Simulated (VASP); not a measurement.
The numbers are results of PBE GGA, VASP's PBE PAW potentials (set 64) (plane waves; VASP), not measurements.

The input files of a VASP run:

KPOINTS:
```
kpoints
0
gamma
 1 1 1
```

File POSCAR:
```
Al26As27
1
    0.0000000000     8.5986590583     8.5986590583
    8.5986590583     0.0000000000     8.5986590583
    8.5986590583     8.5986590583     0.0000000000
Al As
26 27
Direct
  0.0000000000   0.0000000000   0.0000000000
  0.0000000000   0.0000000000   0.3333330000
  0.0000000000   0.0000000000   0.6666670000
  0.0000000000   0.3333330000   0.0000000000
  0.0000000000   0.3333330000   0.3333330000
  0.0000000000   0.3333330000   0.6666670000
  0.0000000000   0.6666670000   0.0000000000
  0.0000000000   0.6666670000   0.3333330000
  1.0000000000   0.6666670000   0.6666670000
  0.3333330000   0.0000000000   0.0000000000
  0.3333330000   0.0000000000   0.3333330000
  0.3333330000   0.0000000000   0.6666670000
  0.3333330000   0.3333330000   0.0000000000
  0.3333330000   0.3333330000   0.3333330000
  0.3333330000   0.6666670000   0.0000000000
  0.3333330000   0.6666670000   0.3333330000
  0.3333330000   0.6666670000   0.6666670000
  0.6666670000   0.0000000000   0.0000000000
  0.6666670000   0.0000000000   0.3333330000
  0.6666670000   1.0000000000   0.6666670000
  0.6666670000   0.3333330000   0.0000000000
  0.6666670000   0.3333330000   0.3333330000
  0.6666670000   0.3333330000   0.6666670000
  0.6666670000   0.6666670000   0.0000000000
  0.6666670000   0.6666670000   0.3333330000
  0.6666670000   0.6666670000   0.6666670000
  0.2500000000   0.2500000000   0.2500000000
  0.2473380000   0.2498430000   0.5817020000
  0.2500480000   0.2460450000   0.9212880000
  0.2500000000   0.5833330000   0.2500000000
  0.2486130000   0.5815360000   0.5893830000
  0.2500000000   0.5833330000   0.9166670000
  0.2500000000   0.9166670000   0.2500000000
  0.2500000000   0.9166670000   0.5833330000
  0.2500000000   0.9166670000   0.9166670000
  0.5833330000   0.2500000000   0.2500000000
  0.5820050000   0.2459570000   0.5830250000
  0.5833330000   0.2500000000   0.9166670000
  0.5833330000   0.5833330000   0.2500000000
  0.5833330000   0.5833330000   0.5833330000
  0.5833330000   0.5833330000   0.9166670000
  0.5833330000   0.9166670000   0.2500000000
  0.5833330000   0.9166670000   0.5833330000
  0.5833330000   0.9166670000   0.9166670000
  0.9166670000   0.2500000000   0.2500000000
  0.9166670000   0.2500000000   0.5833330000
  0.9166670000   0.2500000000   0.9166670000
  0.9166670000   0.5833330000   0.2500000000
  0.9166670000   0.5833330000   0.5833330000
  0.9166670000   0.5833330000   0.9166670000
  0.9166670000   0.9166670000   0.2500000000
  0.9166670000   0.9166670000   0.5833330000
  0.9166670000   0.9166670000   0.9166670000
```

INCAR:
```
SYSTEM = Al26As27
PREC = Normal
ENCUT = 400
EDIFF = 1E-5
NELM = 100
ALGO = Fast
LREAL = Auto
LASPH = .TRUE.
ISMEAR = 0
SIGMA = 0.05
GGA = PE
LMAXMIX = 4
LWAVE = .FALSE.
LCHARG = .FALSE.
NELMIN = 4
ISYM = 0
NELECT = 212.0
IBRION = 2
ISIF = 2
NSW = 60
EDIFFG = -0.03
```

POTCAR, in this order: Al As (PBE.64 set). Program: vasp_gam.

The run wrote:

**OSZICAR**
```
...
RMM:   7    -0.239131710018E+03    0.58265E-05   -0.48654E-05   225   0.147E-02
   3 F= -.23913171E+03 E0= -.23909321E+03  d E =-.100585E+00
       N       E                     dE             d eps       ncg     rms          rms(c)
DAV:   1    -0.239143326195E+03   -0.11610E-01   -0.44191E-01   296   0.124E+00    0.164E-01
RMM:   2    -0.239145415193E+03   -0.20890E-02   -0.24541E-02   268   0.281E-01    0.701E-02
RMM:   3    -0.239145927221E+03   -0.51203E-03   -0.40261E-03   279   0.118E-01    0.124E-01
RMM:   4    -0.239145794428E+03    0.13279E-03   -0.63903E-04   282   0.491E-02    0.520E-02
RMM:   5    -0.239145745192E+03    0.49236E-04   -0.29727E-04   269   0.324E-02    0.199E-02
RMM:   6    -0.239145761644E+03   -0.16452E-04   -0.75576E-05   240   0.169E-02    0.286E-02
RMM:   7    -0.239145753769E+03    0.78758E-05   -0.15537E-05   168   0.794E-03
   4 F= -.23914575E+03 E0= -.23910724E+03  d E =-.140438E-01
       N       E                     dE             d eps       ncg     rms          rms(c)
DAV:   1    -0.239147621351E+03   -0.18597E-02   -0.22543E+00   268   0.279E+00    0.377E-01
RMM:   2    -0.239158217626E+03   -0.10596E-01   -0.12471E-01   268   0.634E-01    0.158E-01
RMM:   3    -0.239160782270E+03   -0.25646E-02   -0.20163E-02   276   0.265E-01    0.283E-01
RMM:   4    -0.239160126697E+03    0.65557E-03   -0.34332E-03   287   0.112E-01    0.122E-01
RMM:   5    -0.239159867152E+03    0.25954E-03   -0.15190E-03   269   0.732E-02    0.561E-02
RMM:   6    -0.239159933867E+03   -0.66715E-04   -0.36847E-04   268   0.377E-02    0.693E-02
RMM:   7    -0.239159892055E+03    0.41812E-04   -0.96012E-05   252   0.193E-02    0.196E-02
RMM:   8    -0.239159882143E+03    0.99114E-05   -0.97901E-05   250   0.161E-02
   5 F= -.23915988E+03 E0= -.23912135E+03  d E =-.281721E-01
       N       E                     dE             d eps       ncg     rms          rms(c)
DAV:   1    -0.239169970708E+03   -0.10079E-01   -0.58289E-01   280   0.134E+00    0.163E-01
RMM:   2    -0.239172657839E+03   -0.26871E-02   -0.29448E-02   268   0.294E-01    0.884E-02
RMM:   3    -0.239173307610E+03   -0.64977E-03   -0.49461E-03   284   0.124E-01    0.145E-01
RMM:   4    -0.239173102187E+03    0.20542E-03   -0.76717E-04   279   0.532E-02    0.596E-02
RMM:   5    -0.239173037683E+03    0.64504E-04   -0.46462E-04   268   0.381E-02    0.186E-02
RMM:   6    -0.239173052230E+03   -0.14547E-04   -0.94688E-05   250   0.197E-02    0.131E-02
RMM:   7    -0.239173052347E+03   -0.11711E-06   -0.16637E-05   170   0.887E-03
   6 F= -.23917305E+03 E0= -.23913453E+03  d E =-.131702E-01
       N       E                     dE             d eps       ncg     rms          rms(c)
DAV:   1    -0.239173966549E+03   -0.91432E-03   -0.23256E+00   280   0.267E+00    0.328E-01
RMM:   2    -0.239184622468E+03   -0.10656E-01   -0.11721E-01   268   0.584E-01    0.162E-01
RMM:   3    -0.239187152081E+03   -0.25296E-02   -0.19686E-02   283   0.246E-01    0.277E-01
RMM:   4    -0.239186485158E+03    0.66692E-03   -0.30675E-03   283   0.106E-01    0.123E-01
RMM:   5    -0.239186210729E+03    0.27443E-03   -0.17903E-03   271   0.752E-02    0.458E-02
RMM:   6    -0.239186315689E+03   -0.10496E-03   -0.41679E-04   268   0.401E-02    0.724E-02
RMM:   7    -0.239186263400E+03    0.52290E-04   -0.92114E-05   252   0.195E-02    0.214E-02
RMM:   8    -0.239186255471E+03    0.79286E-05   -0.19347E-04   259   0.193E-02    0.138E-02
RMM:   9    -0.239186253574E+03    0.18972E-05   -0.26933E-05   182   0.913E-03
   7 F= -.23918625E+03 E0= -.23914774E+03  d E =-.263714E-01
       N       E                     dE             d eps       ncg     rms          rms(c)
DAV:   1    -0.239192820783E+03   -0.65653E-02   -0.11919E+00   296   0.187E+00    0.225E-01
RMM:   2    -0.239199106185E+03   -0.62854E-02   -0.58511E-02   268   0.407E-01    0.281E-01
RMM:   3    -0.239199397044E+03   -0.29086E-03   -0.98765E-03   281   0.169E-01    0.156E-01
RMM:   4    -0.239199121149E+03    0.27589E-03   -0.13461E-03   274   0.717E-02    0.771E-02
RMM:   5    -0.239199005296E+03    0.11585E-03   -0.11557E-03   273   0.559E-02    0.357E-02
RMM:   6    -0.239199020598E+03   -0.15302E-04   -0.14377E-04   257   0.249E-02    0.352E-02
RMM:   7    -0.239199008413E+03    0.12185E-04   -0.30696E-05   188   0.117E-02    0.142E-02
RMM:   8    -0.239199009457E+03   -0.10444E-05   -0.35907E-05   199   0.883E-03
   8 F= -.23919901E+03 E0= -.23916048E+03  d E =-.127559E-01
       N       E                     dE             d eps       ncg     rms          rms(c)
DAV:   1    -0.239200391971E+03   -0.13836E-02   -0.10879E+00   296   0.180E+00    0.213E-01
RMM:   2    -0.239206063287E+03   -0.56713E-02   -0.52266E-02   268   0.385E-01    0.275E-01
RMM:   3    -0.239206257497E+03   -0.19421E-03   -0.87454E-03   281   0.160E-01    0.147E-01
RMM:   4    -0.239206009207E+03    0.24829E-03   -0.11622E-03   271   0.678E-02    0.736E-02
RMM:   5    -0.239205919885E+03    0.89322E-04   -0.10431E-03   273   0.532E-02    0.464E-02
RMM:   6    -0.239205917380E+03    0.25054E-05   -0.13354E-04   257   0.240E-02    0.278E-02
RMM:   7    -0.239205910207E+03    0.71731E-05   -0.28388E-05   187   0.113E-02
   9 F= -.23920591E+03 E0= -.23916738E+03  d E =-.196566E-01
       N       E                     dE             d eps       ncg     rms          rms(c)
DAV:   1    -0.239182419311E+03    0.23498E-01   -0.43841E+00   268   0.358E+00    0.444E-01
RMM:   2    -0.239205298186E+03   -0.22879E-01   -0.20971E-01   268   0.773E-01    0.559E-01
RMM:   3    -0.239205936810E+03   -0.63862E-03   -0.34292E-02   280   0.320E-01    0.309E-01
RMM:   4    -0.239204877873E+03    0.10589E-02   -0.48206E-03   272   0.137E-01    0.151E-01
RMM:   5    -0.239204550068E+03    0.32780E-03   -0.40711E-03   273   0.106E-01    0.113E-01
RMM:   6    -0.239204493019E+03    0.57050E-04   -0.55915E-04   275   0.484E-02    0.527E-02
RMM:   7    -0.239204467358E+03    0.25661E-04   -0.11619E-04   255   0.224E-02    0.283E-02
RMM:   8    -0.239204470382E+03   -0.30243E-05   -0.14193E-04   245   0.168E-02    0.103E-02
RMM:   9    -0.239204472436E+03   -0.20545E-05   -0.19474E-05   173   0.852E-03
  10 F= -.23920447E+03 E0= -.23916593E+03  d E =-.182189E-01
       N       E                     dE             d eps       ncg     rms          rms(c)
DAV:   1    -0.239200443699E+03    0.40267E-02   -0.14352E+00   280   0.205E+00    0.247E-01
RMM:   2    -0.239207925816E+03   -0.74821E-02   -0.70241E-02   268   0.449E-01    0.302E-01
RMM:   3    -0.239208296932E+03   -0.37112E-03   -0.11317E-02   279   0.185E-01    0.177E-01
RMM:   4    -0.239207930287E+03    0.36665E-03   -0.15328E-03   272   0.778E-02    0.886E-02
RMM:   5    -0.239207775636E+03    0.15465E-03   -0.14698E-03   273   0.625E-02    0.404E-02
RMM:   6    -0.239207784562E+03   -0.89257E-05   -0.16815E-04   257   0.279E-02    0.345E-02
RMM:   7    -0.239207769062E+03    0.15500E-04   -0.38624E-05   197   0.129E-02    0.160E-02
RMM:   8    -0.239207767816E+03    0.12458E-05   -0.34747E-05   195   0.871E-03
  11 F= -.23920777E+03 E0= -.23916923E+03  d E =-.215142E-01
       N       E                     dE             d eps       ncg     rms          rms(c)
DAV:   1    -0.239207016537E+03    0.75253E-03   -0.75216E-01   280   0.153E+00    0.187E-01
RMM:   2    -0.239210860916E+03   -0.38444E-02   -0.38032E-02   268   0.346E-01    0.193E-01
RMM:   3    -0.239211252646E+03   -0.39173E-03   -0.60938E-03   282   0.142E-01    0.146E-01
RMM:   4    -0.239211003201E+03    0.24945E-03   -0.88614E-04   275   0.602E-02    0.637E-02
RMM:   5    -0.239210920398E+03    0.82802E-04   -0.81401E-04   273   0.482E-02    0.200E-02
RMM:   6    -0.239210936422E+03   -0.16024E-04   -0.94320E-05   254   0.211E-02    0.302E-02
RMM:   7    -0.239210927342E+03    0.90800E-05   -0.19705E-05   172   0.972E-03
  12 F= -.23921093E+03 E0= -.23917238E+03  d E =-.315953E-02
```

File OUTCAR:
```
------------------------ aborting loop because EDIFF is reached ----------------------------------------
  FORCE on cell =-STRESS in cart. coord.  units (eV):
  Direction    XX          YY          ZZ          XY          YZ          ZX
  --------------------------------------------------------------------------------------
  Total        1.3418003      1.3531504      1.3677104     -0.0648230      0.0075373      0.0201221
  in kB        1.6907378      1.7050396      1.7233860     -0.0816803      0.0094974      0.0253548
  external PRESSURE =       1.7063878 kB  Pullay stress =       0.0000000 kB
  volume of cell :     1271.52
      direct lattice vectors                 reciprocal lattice vectors
     0.000000000  8.598659058  8.598659058    -0.058148602  0.058148602  0.058148602
     8.598659058  0.000000000  8.598659058     0.058148602 -0.058148602  0.058148602
     8.598659058  8.598659058  0.000000000     0.058148602  0.058148602 -0.058148602
  FREE ENERGIE OF THE ION-ELECTRON SYSTEM (eV)
  ---------------------------------------------------
  free  energy   TOTEN  =      -239.2109273422 eV

  energy  without entropy=     -239.1338338158  energy(sigma->0) =     -239.17238058

 reached required accuracy - stopping structural energy minimisation
```
(Selected blocks of OUTCAR.)

### CONTCAR
```
Al26As27
   1.00000000000000
     0.0000000000000000    8.5986590583000009    8.5986590583000009
     8.5986590583000009    0.0000000000000000    8.5986590583000009
     8.5986590583000009    8.5986590583000009    0.0000000000000000
  Al              As
    26    27
Direct
     0.0000143373371122    0.9999343627301644    0.0000281746484174
     0.9993416576164190    0.9991325423351584    0.3331644063272350
     0.9992817585315448    0.9992720108502540    0.6683811573990389
     0.9968643826028722    0.3350174741754183    0.9995265478841945
     0.9992423837300556    0.3350106429082944    0.3328283674030733
     0.9971950761292862    0.3349489133099945    0.6682372868253927
     0.0000128965328154    0.6665272894345725    0.0001692120257475
     0.9997903369908603    0.6665739935745209    0.3335755287531215
     0.9977237562248022    0.6655565615502239    0.6683047889930142
     0.3352048437113564    0.9970314140727498    0.9996475059566048
     0.3350651949467611    0.9991762141511742    0.3329679546351190
     0.3351966355217453    0.9967787942649293    0.6685782038486064
     0.3349432198034220    0.3351994294430475    0.9992822748583711
     0.3351758489305874    0.3348340962736017    0.3307577237638181
     0.3338159064784369    0.6664369659117395    0.9998784987425547
     0.3352668577240401    0.6654542369397355    0.3306828409473427
     0.3346688094906858    0.6653501298378811    0.6683172397088888
     0.6666098704679795    0.9997072273836732    0.0001135700097792
     0.6665876904999507    0.9999246869774189    0.3333878558162507
     0.6654715971874130    0.9979127057930887    0.6684506418100864
     0.6665090458788511    0.3337270283912114    0.9998866910915546
     0.6655359397409212    0.3347047527204707    0.3313426287905393
     0.6656166735253414    0.3352057255525763    0.6685146796795156
     0.6665189843802697    0.6663976477217102    0.9998559224900074
     0.6666634100567275    0.6665949676526636    0.3334500860912460
     0.6665722277552203    0.6663436478616274    0.6672497777533533
     0.2489984125971727    0.2489907287391369    0.2510464386338781
     0.2428564577770891    0.2423581197473714    0.5762676572103242
     0.2424510199068232    0.2426244354575893    0.9388240006506692
     0.2497037677494437    0.5834750665760328    0.2495692816002694
     0.2438269351605459    0.6017186025697696    0.5768287557211141
     0.2496902482268718    0.5836643799382861    0.9169687669022447
     0.2491257529611790    0.9172830159266955    0.2510797154060120
     0.2490524894595120    0.9169122968461495    0.5827937434606243
     0.2498433550001879    0.9162262718872880    0.9170889264247754
     0.5836947771322325    0.2496336832380343    0.2496999399926868
     0.6019846034688848    0.2438763179691441    0.5773969024078293
     0.5835689018140739    0.2496050022208341    0.9172041494613320
     0.5839540775828965    0.5833376914733318    0.2495145303701478
     0.5834139777363154    0.5837928955272783    0.5833246387211407
     0.5833124196485715    0.5831963493281859    0.9167725968780783
     0.5837635121766801    0.9163614165195293    0.2499333012720191
     0.5837259592319576    0.9162344464939833    0.5831725054396771
     0.5836436009955072    0.9160765744118161    0.9169754672763918
     0.9171253103426596    0.2489049549168891    0.2512242422748660
     0.9174099940553680    0.2490447847833686    0.5825158505690631
     0.9162703166613554    0.2497595881076034    0.9169223295060316
     0.9164196004360576    0.5837228908999057    0.2500063437558777
     0.9161632676839798    0.5835012853743148    0.5833610809824644
     0.9163443961181938    0.5835487475097672    0.9170145479085628
     0.9164690523807991    0.9165366159816112    0.2499517663526578
     0.9170447709197950    0.9171664697983746    0.5829535359907153
     0.9165916809803639    0.9164089059398011    0.9170744185776646
```

The cell is charged, with a uniform compensating background. The supercell is sampled at Γ alone, which is coarse: total energies, pressure and levels can be off, energies of defects by several tenths of an eV.

The cell is a supercell with a defect, built from a database entry that may be metastable or hypothetical: vac_Al, charge +1. The run is not spin-polarised, so no state with unpaired spins was tried.
